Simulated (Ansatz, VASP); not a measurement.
## SiNi in two plane-wave programs

Wanted: the spread between two codes on one cell, functional and k mesh. The structure shown is the end of the Ansatz relaxation below.

Main program and level: Ansatz 0.2.0; plane waves, with VASP 6.6.1 beside it; single point at PBEsol.

## (1) The starting structure

Symmetry: Pnma, No. 62, orthorhombic system. Conventional cell: a = 5.092 Å, b = 3.427 Å, c = 5.353 Å, α = 90.00°, β = 90.00°, γ = 90.00°. Ni has 6 Si at 2.26 to 2.39 Å nearest. Nearest to Si lie 6 Ni at 2.26 to 2.39 Å. Farther neighbours are not listed.

## (2) Ansatz: relaxation, PBEsol

Ansatz runs on its PAW soft_1 files.

This run makes the geometry at which the two programs are then compared.

The input, input.yaml:

```yaml
crystal:
  lattice:
    - [5.149608555, 0.0, 0.0]
    - [0.0, 3.37290044, 0.0]
    - [0.0, 0.0, 5.35308565]
  atoms:
    - { symbol: Ni, position: [0.0092283, 0.25, 0.1870319] }
    - { symbol: Ni, position: [0.4907717, 0.75, 0.6870319] }
    - { symbol: Ni, position: [0.5092283, 0.25, 0.3129681] }
    - { symbol: Ni, position: [0.9907717, 0.75, 0.8129681] }
    - { symbol: Si, position: [0.3210584, 0.75, 0.0862769] }
    - { symbol: Si, position: [0.1789416, 0.25, 0.5862769] }
    - { symbol: Si, position: [0.8210584, 0.75, 0.4137231] }
    - { symbol: Si, position: [0.6789416, 0.25, 0.9137231] }
kpoints:
  mp_grid: { grid: [9, 13, 8] }
scf:
  occupations: { method: fermi_dirac, width: 0.05 }
hamiltonian:
  xc: pbesol
  pseudopotentials: { kind: paw, azcp: { folder: soft_1 }, xc_functional: pbe }
basis:
  ecutwfc: 600
output:
  forces: true
  stress: true
relax:
  f_tol: 0.005
  max_steps: 70
  cell: { stress_tol: 0.02, p_target: 0, fix: [c, alpha, beta, gamma] }
```

Started as:

```bash
$ ansatz run input.yaml --threads 4 --pin off --max-ram 10240MiB --backend cpu --events-out ev --progress --plain --runs-dir out
```

Numbers of over 12 decimals in the logs are rounded to 6 here.

The program printed:

```text
Engine: ansatz 0.2.0, aarch64-unknown-linux-gnu
Pseudopotentials: kind: paw
Pseudopotential: Ni, paw, valence charge 18, recommended cutoff 420 eV (normal), soft_1/Ni.paw.azcp
Pseudopotential: Si, paw, valence charge 4, recommended cutoff 420 eV (normal), soft_1/Si.paw.azcp
Functional definition: PBEsol
  exchange = pbesol_x
  correlation = pbesol_c
Crystal: 8 atoms, lattice volume = 92.978 Å³
Basis set: ecut = 600 eV, 3109 PW (Γ), exchange–correlation on 90×54×90 points (8 copies of the dense FFT grid, shifted against one another)
Bands: 53, of which v1, the nominal top of the filled ones, is band 44 counted from 1 (43 counted from 0)
Symmetry: 8 space group operations
Space group: Pnma (ITA 62), of the structure as read, at distance tolerance 4.5e-5 Å
k-points: 175 of 936
Non-local potential: Ni, projectors of the file, l = 0: 3, l = 1: 2, l = 2: 3, l = 3: 1
Non-local potential: Si, projectors of the file, l = 0: 2, l = 1: 2, l = 2: 1
PAW form: soft (Blöchl's): semilocal exchange-correlation on the pseudo side does not see the compensation charge
PAW frozen core: Ni, regenerated for the run's functional, and the local potential with it (the file was generated under x = pbe(κ = 0.804, μ = 0.219515), c = pbe(β = 0.066725))
PAW frozen core: Si, regenerated for the run's functional, and the local potential with it (the file was generated under x = pbe(κ = 0.804, μ = 0.219515), c = pbe(β = 0.066725))
PAW one-centre angular grid: Ni, 590 points (default); XC on 64 Gauss nodes
PAW one-centre angular grid: Si, 110 points (default); XC on 64 Gauss nodes
Initial density: superposition of atomic densities (chi_scale 0.1, normalization cell, long waves kept (reshape's long-wave potential 0.00 eV rms))
Initial wavefunctions: pseudopotential atomic-orbital guess
Functional: x = pbesol(κ = 0.804, μ = 0.123457), c = pbesol(β = 0.046)
SCF iter   1: F=—  HF=-25712.136398 eV  |F-HF|=—  |Δ(HF+E_count)|=         —  Δρ=7.50e-2  dr2=6.47e0  ethr=3.10e-3  ⟨swp⟩=6.2  Hψ=39791  notcnv=0  defer=17
preconditioner: auto → Kerker (q_TF=auto, 2.703 Å⁻¹)  [metal: Δε(μ)=0.004 eV  Ē_g=7.714 eV  σ=0.050 eV  W_gap=0.02  n_scr=34 (ndim 8)  ℏωp=28.8 eV  f_vac=0.000  D(μ)=1.58/eV (n_scr^D=8)]
SCF iter   2: F=—  HF=-25711.210794 eV  |F-HF|=—  |Δ(HF+E_count)|=   9.26e-1  Δρ=3.59e-2  dr2=1.94e0  ethr=3.10e-3  ⟨swp⟩=2.1  Hψ=11860  notcnv=0  defer=350
SCF iter   3: F=—  HF=-25710.654410 eV  |F-HF|=—  |Δ(HF+E_count)|=   5.56e-1  Δρ=2.17e-2  dr2=4.46e-1  ethr=2.20e-3  ⟨swp⟩=2.3  Hψ=14917  notcnv=0  defer=350
SCF iter   4: F=—  HF=-25710.578605 eV  |F-HF|=—  |Δ(HF+E_count)|=   7.58e-2  Δρ=6.13e-3  dr2=1.97e-2  ethr=5.07e-4  ⟨swp⟩=3.1  Hψ=15564  notcnv=0  defer=342
SCF iter   5: F=—  HF=-25710.579353 eV  |F-HF|=—  |Δ(HF+E_count)|=   7.48e-4  Δρ=1.37e-3  dr2=2.01e-3  ethr=2.24e-5  ⟨swp⟩=2.7  Hψ=17795  notcnv=0  defer=335
SCF iter   6: F=—  HF=-25710.579831 eV  |F-HF|=—  |Δ(HF+E_count)|=   4.78e-4  Δρ=5.89e-4  dr2=2.96e-4  ethr=2.28e-6  ⟨swp⟩=2.0  Hψ=13752  notcnv=0  defer=335
SCF iter   7: F=—  HF=-25710.579860 eV  |F-HF|=—  |Δ(HF+E_count)|=   2.91e-5  Δρ=1.16e-4  dr2=1.32e-5  ethr=3.37e-7  ⟨swp⟩=2.6  Hψ=16541  notcnv=0  defer=335
SCF iter   8: F=—  HF=-25710.579864 eV  |F-HF|=—  |Δ(HF+E_count)|=   3.94e-6  Δρ=3.33e-5  dr2=8.03e-7  ethr=1.50e-8  ⟨swp⟩=2.6  Hψ=16018  notcnv=0  defer=335
SCF iter   9: F=-25710.579863 eV  HF=-25710.579863 eV  |F-HF|=1.41e-8  |Δ(HF+E_count)|=   2.39e-7  Δρ=5.18e-6  dr2=2.09e-8  ethr=1.14e-10  ⟨swp⟩=4.2  Hψ=33255  notcnv=0
SCF 1 converged in 9 iterations: F = -25710.579863 eV  dr2 = 2.09e-8
  greatest PAW one-centre occupation: 1.001 electrons in one spin orbital (limit 2), on the Ni atom at site 3 (counted from 0), in its partial waves of l = 1
relax step   1: F+E_penalty+E_count = -25710.57986341 eV  Δ(F+E_penalty+E_count) = +0.000e0 eV  max|allowed force component| = 2.605e-1 eV/Å  Δτ_max = 0.0000 Å  P = +3.111 GPa  Ω = 92.978 Å³  fix = [c, alpha, beta, gamma]  reactions: c +7.806 GPa  (9 SCF iters, dr2 threshold 1.00e-7 eV, accepted)
[...]
relax step   5: F+E_penalty+E_count = -25710.60911187 eV  Δ(F+E_penalty+E_count) = -2.412e-5 eV  max|allowed force component| = 2.996e-3 eV/Å  Δτ_max = 0.0008 Å  P = +1.343 GPa  Ω = 93.398 Å³  energy of the carried Pulay correction = -7.042e-5 eV  fix = [c, alpha, beta, gamma]  reactions: c +3.950 GPa  (6 SCF iters, dr2 threshold 1.55e-8 eV, accepted)
[...]
relax step   6: F+E_penalty+E_count = -25710.60911269 eV  Δ(F+E_penalty+E_count) = -8.208e-7 eV  max|allowed force component| = 3.186e-4 eV/Å  Δτ_max = 0.0002 Å  P = +1.304 GPa  Ω = 93.416 Å³  energy of the carried Pulay correction = -7.352e-5 eV  fix = [c, alpha, beta, gamma]  reactions: c +3.921 GPa  (6 SCF iters, dr2 threshold 5.35e-9 eV, accepted)
[...]
relax step   7: F+E_penalty+E_count = -25710.60920022 eV  Δ(F+E_penalty+E_count) = -8.753e-5 eV  max|allowed force component| = 3.087e-4 eV/Å  Δτ_max = 0.0000 Å  P = +1.303 GPa  Ω = 93.416 Å³  fix = [c, alpha, beta, gamma]  reactions: c +3.921 GPa  stress off target by 6.84e-3 GPa on what of the cell is left free  SCF on the basis re-selected at this cell (its energy is not comparable with the rows above)  (9 SCF iters)
basis re-selected at this cell: Δ(F+E_penalty+E_count) = -8.753e-5 eV, ΔP = -0.001 GPa vs the last step (what re-selecting the basis moved, of the pressure what is left beyond the Pulay correction that the steps carried, after the strain that the cell walked since its last selection, with what the two solves' SCF thresholds leave and, on support functions, any second-order correction that the steps lacked; it is no measure of the basis error at this ecutwfc). The dense FFT grid was sized anew with the basis: this SCF ran on 45×30×45 points, the steps before it on 45×27×45, so part of this shift can come from that change (see relax.cell in the input reference). [rest of the remark cut]
SCF converged after 9 iterations
Free energy (F): -25710.609200 eV
Harris-Foulkes:  -25710.609200 eV  (|F-HF|=7.28e-12)
Internal energy: -25710.591763 eV  (E = F + TS)
E sigma→0 (E₀):  -25710.600481 eV
Entropy (-TS):   -0.017438 eV (-2.180 meV/atom)
Fermi energy:    15.167077 eV
--- Per-component energies (eV) ---
  E_band       = -1266.859374
  E_kinetic    = 1548.864185
  E_local      = -14867.910739  (includes V_loc(G=0)·N_el)
  E_nonlocal   = -378.807061
  E_hartree    = 7805.887030
  E_xc         = -684.881997
  E_vxc        = -789.345404  (∫ρ·V_xc dr)
  E_paw        = -8476.754306  (= ΣΔE_a)
  E_vpaw       = -2391.435486  (= ΣTr[D̂ρ^β])
  E_aug_tail   = 0.001069  (compensation charges beyond the density's cutoff)
  E_ewald      = -10657.905342
  E_core_change = 0.915400  (= ΣΔE_core)
  E_smearing   = -0.017438  (= −TS)
  E_closure    = -0.000000  (closes the sum)
  Σ components = -25710.609200   (vs F -25710.609200, Δ=0.00e0)
--- Forces (eV/Å), atoms counted from 1 ---
  atom   1  Ni    -0.00002896     0.00000000    -0.00030866
  atom   2  Ni     0.00002896     0.00000000    -0.00030866
  atom   3  Ni    -0.00002896    -0.00000000     0.00030866
  atom   4  Ni     0.00002896    -0.00000000     0.00030866
  atom   5  Si    -0.00009445    -0.00000000     0.00012689
  atom   6  Si     0.00009445     0.00000000     0.00012689
  atom   7  Si    -0.00009445    -0.00000000    -0.00012689
  atom   8  Si     0.00009445     0.00000000    -0.00012689
  max |Σ_I F_I| component: 3.47e-18 eV/Å
--- Stress (GPa, compression-positive) ---
       -0.006842      -0.000000      -0.000000
       -0.000000      -0.004794       0.000000
       -0.000000       0.000000       3.920857
  P = ⅓ Tr σ = 1.3031 GPa (13.031 kbar)
--- Relaxed structure (6 steps of the walk, 6 accepted, 1 SCFs on fresh bases) ---
  F+E_penalty+E_count = -25710.60920022 eV   max|allowed force component| = 3.087e-4 eV/Å   (the final SCF, on the basis selected at the relaxed cell)
  cell:  # Å, volume = 93.4164 Å³
    - [5.091950, 0, 0]
    - [0, 3.427162, 0]
    - [0, 0, 5.35308565]
  atoms:
    - { symbol: Ni, position: [0.011005, 0.250000, 0.185052] }
    - { symbol: Ni, position: [0.488995, 0.750000, 0.685052] }
    - { symbol: Ni, position: [0.511005, 0.250000, 0.314948] }
    - { symbol: Ni, position: [0.988995, 0.750000, 0.814948] }
    - { symbol: Si, position: [0.322868, 0.750000, 0.093831] }
    - { symbol: Si, position: [0.177132, 0.250000, 0.593831] }
    - { symbol: Si, position: [0.822868, 0.750000, 0.406169] }
    - { symbol: Si, position: [0.677132, 0.250000, 0.906169] }
```

In the SCF lines HF is the Harris–Foulkes energy and dr2 the Hartree energy of the density residual, in eV; the loop may stop once dr2 is under the threshold and the program's other checks hold. Hψ counts applications of the Hamiltonian.

## (3) VASP: single point, PBEsol, pair 1

The same cell, functional, mesh and smearing now go to VASP, with its own data sets.

Lines of VASP's logs that name or quote its potential files are left out, and so is its time.

The input, INCAR:

```
SYSTEM = SiNi
PREC = Accurate
ENCUT = 600
EDIFF = 1E-06
NELM = 120
ISMEAR = -1
SIGMA = 0.05
LREAL = .FALSE.
ALGO = Normal
GGA = PS
NBANDS = 36
LASPH = .TRUE.
LORBIT = 11
LWAVE = .FALSE.
LCHARG = .FALSE.
ISIF = 2
GGA_COMPAT = .FALSE.
KPAR = 2
```

The input, POSCAR:

```
SiNi
1.0
    5.0919497639      0.0000000000      0.0000000000
    0.0000000000      3.4271624592      0.0000000000
    0.0000000000      0.0000000000      5.3530856500
Ni Si
4 4
Direct
    0.0110046249      0.2500000000      0.1850517313
    0.4889953751      0.7500000000      0.6850517313
    0.5110046249      0.2500000000      0.3149482687
    0.9889953751      0.7500000000      0.8149482687
    0.3228682974      0.7500000000      0.0938309223
    0.1771317026      0.2500000000      0.5938309223
    0.8228682974      0.7500000000      0.4061690777
    0.6771317026      0.2500000000      0.9061690777
```

The input, KPOINTS:

```
Automatic mesh
0
Gamma
9 13 8
0 0 0
```

Potentials, in the order of the species: Ni and Si (PBE family, release 64).

Started as:

```bash
$ mpirun -np 2 vasp_std
```

The program printed:

```text
[banner, memory and clock lines left out]
running    2 mpi-ranks, on    1 nodes
 distrk:  each k-point on    1 cores,    2 groups
 distr:  one band on    1 cores,    1 groups

 POSCAR found type information on POSCAR NiSi
 POSCAR found :  2 types and       8 ions
|                                                                             |
|               ----> ADVICE to this user running VASP <----                  |
|                                                                             |
|     You enforced a specific xc type in the INCAR file but a different       |
|     [... a line on the potential file left out ...]
|     I HOPE YOU KNOW WHAT YOU ARE DOING!                                     |
|                                                                             |

 LDA part: xc-table for (Slater+PW92), standard interpolation
 POSCAR, INCAR and KPOINTS ok, starting setup
 FFT: planning ... GRIDC
 FFT: planning ... GRID_SOFT
 FFT: planning ... GRID
 WAVECAR not read
 entering main loop
       N       E                     dE             d eps       ncg     rms          rms(c)
DAV:   1     0.392417215296E+03    0.39242E+03   -0.26938E+04 12600   0.206E+03
DAV:   2    -0.242566943391E+02   -0.41667E+03   -0.40282E+03 12604   0.407E+02
DAV:   3    -0.587458815121E+02   -0.34489E+02   -0.33324E+02 13716   0.139E+02
DAV:   4    -0.600804205673E+02   -0.13345E+01   -0.13222E+01 15492   0.247E+01
DAV:   5    -0.601225216991E+02   -0.42101E-01   -0.42070E-01 15516   0.422E+00    0.301E+01
DAV:   6    -0.695545740604E+02   -0.94321E+01   -0.17398E+02 14756   0.189E+02    0.373E+01
DAV:   7    -0.521329619175E+02    0.17422E+02   -0.51716E+01 14700   0.117E+02    0.657E+00
DAV:   8    -0.523781793584E+02   -0.24522E+00   -0.79451E+00 18708   0.210E+01    0.409E+00
DAV:   9    -0.522353191433E+02    0.14286E+00   -0.71767E-01 14816   0.115E+01    0.829E-01
DAV:  10    -0.522325069614E+02    0.28122E-02   -0.32072E-02 15024   0.195E+00    0.478E-01
DAV:  11    -0.522309016197E+02    0.16053E-02   -0.57064E-03 18680   0.908E-01    0.141E-01
DAV:  12    -0.522308545650E+02    0.47055E-04   -0.30935E-04 14364   0.122E-01    0.663E-02
DAV:  13    -0.522308243239E+02    0.30241E-04   -0.56356E-05 19636   0.670E-02    0.267E-02
DAV:  14    -0.522308231413E+02    0.11826E-05   -0.15593E-05 18356   0.262E-02    0.734E-03
DAV:  15    -0.522308229784E+02    0.16293E-06   -0.18611E-06  7972   0.202E-02
   1 F= -.52230823E+02 E0= -.52222201E+02  d E =-.172446E-01
```

From OUTCAR (step 3):

```text
ion  position               nearest neighbor table
   1  0.011  0.250  0.185-   8 2.26   7 2.29   7 2.29   6 2.35   5 2.39   5 2.39   4 2.62   4 2.62
                             3 2.64   3 2.64
   2  0.489  0.750  0.685-   7 2.26   8 2.29   8 2.29   5 2.35   6 2.39   6 2.39   3 2.62   3 2.62
                             4 2.64   4 2.64
   3  0.511  0.250  0.315-   6 2.26   5 2.29   5 2.29   8 2.35   7 2.39   7 2.39   2 2.62   2 2.62
                             1 2.64   1 2.64
   4  0.989  0.750  0.815-   5 2.26   6 2.29   6 2.29   7 2.35   8 2.39   8 2.39   1 2.62   1 2.62
                             2 2.64   2 2.64
   5  0.323  0.750  0.094-   4 2.26   3 2.29   3 2.29   2 2.35   1 2.39   1 2.39   8 2.68   8 2.68
                             7 3.05   7 3.05
   6  0.177  0.250  0.594-   3 2.26   4 2.29   4 2.29   1 2.35   2 2.39   2 2.39   7 2.68   7 2.68
                             8 3.05   8 3.05
   7  0.823  0.750  0.406-   2 2.26   1 2.29   1 2.29   4 2.35   3 2.39   3 2.39   6 2.68   6 2.68
                             5 3.05   5 3.05
   8  0.677  0.250  0.906-   1 2.26   2 2.29   2 2.29   3 2.35   4 2.39   4 2.39   5 2.68   5 2.68
                             6 3.05   6 3.05

  LATTYP: Found a simple orthorhombic cell.
 ALAT       =     3.4271624592
 B/A-ratio  =     1.4857625877
 C/A-ratio  =     1.5619585338

 Subroutine GETGRP returns: Found  8 space group operations
 (whereof  2 operations were pure point group operations)

The static configuration has the point symmetry S_2 .
 The point group associated with its full space group is D_2h.

 Found    175 irreducible k-points:

   k-points           NKPTS =    175   k-points in BZ     NKDIM =    175   number of bands    NBANDS=     36

   dimension x,y,z NGX =    42 NGY =   28 NGZ =   48
   dimension x,y,z NGXF=    84 NGYF=   56 NGZF=   96

   ENCUT  =  600.0 eV  44.10 Ry    6.64 a.u.  10.17  6.84 10.69*2*pi/ulx,y,z

   NELECT =      56.0000    total number of electrons

 k-points in reciprocal lattice and weights: Automatic mesh
   0.00000000  0.00000000  0.00000000       0.001
   0.11111111  0.00000000  0.00000000       0.002
   0.22222222  0.00000000  0.00000000       0.002
   0.33333333  0.00000000  0.00000000       0.002
   0.44444444  0.00000000  0.00000000       0.002
   0.00000000  0.07692308  0.00000000       0.002
   0.11111111  0.07692308  0.00000000       0.004
   0.22222222  0.07692308  0.00000000       0.004
   0.33333333  0.07692308  0.00000000       0.004
[...]
0.33333333  0.46153846  0.50000000       0.004
   0.44444444  0.46153846  0.50000000       0.004

 average (electrostatic) potential at core
       1 -81.0202       2 -81.0202       3 -81.0202       4 -81.0202       5 -78.6068
       6 -78.6068       7 -78.6068       8 -78.6068

 E-fermi :  10.8486

 k-point     1 :       0.0000    0.0000    0.0000
  band No.  band energies     occupation
    ...
     24       8.8080      2.00000
     25       9.1064      2.00000
     26       9.3641      2.00000
     27       9.7232      2.00000
     28      10.0408      2.00000
     29      11.5941      0.00000
     30      12.3745      0.00000
     31      14.0477      0.00000
     32      14.4452      0.00000
     33      14.5214      0.00000
    ...

 k-point     2 :       0.1111    0.0000    0.0000
  band No.  band energies     occupation
    ...
     24       8.8199      2.00000
     25       9.3043      2.00000
     26       9.3508      2.00000
     27       9.6949      2.00000
     28       9.9788      2.00000
     29      11.9764      0.00000
     30      12.5376      0.00000
     31      13.8690      0.00000
     32      14.5272      0.00000
     33      14.5298      0.00000
    ...

 k-point     3 :       0.2222    0.0000    0.0000
  band No.  band energies     occupation
    ...
     24       8.8342      2.00000
     25       9.1712      2.00000
     26       9.4804      2.00000
     27       9.8510      2.00000
     28      10.1568      2.00000
     29      12.8676      0.00000
     30      12.9227      0.00000
     31      13.3567      0.00000
     32      14.4959      0.00000
     33      14.7542      0.00000
    ...

  Total        0.1230472      0.0586706      2.3395817      0.0000000      0.0000000      0.0000000
  in kB        2.1103735      1.0062558     40.1259934      0.0000000      0.0000000      0.0000000
  external PRESSURE =      14.4142076 kB  Pullay stress =       0.0000000 kB

  energy-cutoff  :      600.00
  volume of cell :       93.42
      direct lattice vectors                 reciprocal lattice vectors
     5.091949764  0.000000000  0.000000000     0.196388426  0.000000000  0.000000000
     0.000000000  3.427162459  0.000000000     0.000000000  0.291786576  0.000000000
     0.000000000  0.000000000  5.353085650     0.000000000  0.000000000  0.186808145

 POSITION                                       TOTAL-FORCE (eV/Angst)
 -----------------------------------------------------------------------------------
      0.05603      0.85679      0.99060         0.014280      0.000000     -0.005522
      2.48994      2.57037      3.66714        -0.014280     -0.000000     -0.005522
      2.60201      0.85679      1.68595         0.014280     -0.000000      0.005522
      5.03591      2.57037      4.36249        -0.014280      0.000000      0.005522
      1.64403      2.57037      0.50228        -0.000475     -0.000000      0.007541
      0.90195      0.85679      3.17883         0.000475     -0.000000      0.007541
      4.19000      2.57037      2.17426        -0.000475      0.000000     -0.007541
      3.44792      0.85679      4.85080         0.000475     -0.000000     -0.007541
 -----------------------------------------------------------------------------------
    total drift:                                0.000000      0.000000      0.000000

  FREE ENERGIE OF THE ION-ELECTRON SYSTEM (eV)
  ---------------------------------------------------
  free  energy   TOTEN  =       -52.2308229784 eV

  energy  without entropy=      -52.2135783613  energy(sigma->0) =      -52.22220067

 total charge
# of ion       s       p       d       tot
------------------------------------------
    1        0.521   0.687   8.473   9.682
    2        0.521   0.687   8.473   9.682
    3        0.521   0.687   8.473   9.682
    4        0.521   0.687   8.473   9.682
    5        0.757   0.862   0.000   1.620
    6        0.757   0.862   0.000   1.620
    7        0.757   0.862   0.000   1.620
    8        0.757   0.862   0.000   1.620
--------------------------------------------------
tot          5.114   6.200  33.892  45.205

[... 3 further parts left out ...]
```

This run has no spin polarisation, so a moment on Ni, if there is one, isn't seen.

## (4) Comparison

Known differences besides the potentials themselves: the data sets hold 88 valence electrons in Ansatz (on its PAW soft_1 files) and 56 in VASP; Ansatz makes its cores anew for this functional, VASP keeps those of its PBE data sets; Ansatz's pressure holds a Pulay correction, VASP's none. Total energies have different zeros and are not compared.

The two programs side by side:

```
      quantity  Ansatz  VASP  difference
pressure (GPa)    1.30  1.44       -0.14
```

At this near-relaxed geometry the largest component of a force difference is 14 meV/Å.

[end of part 1 of 2]

[Lines on the potential files, build, host, timing and source positions are cut from VASP's logs without a mark.]

[Logs are printed without paths, hosts, clocks, repeated set-up lines and the standing remarks that a program may print on its own settings, such as how far it seeks lower states.]

[Hosts, paths, dates, database ids (printed as entryN), source tags and the programs' standing remarks are cut or masked in the printed files.]
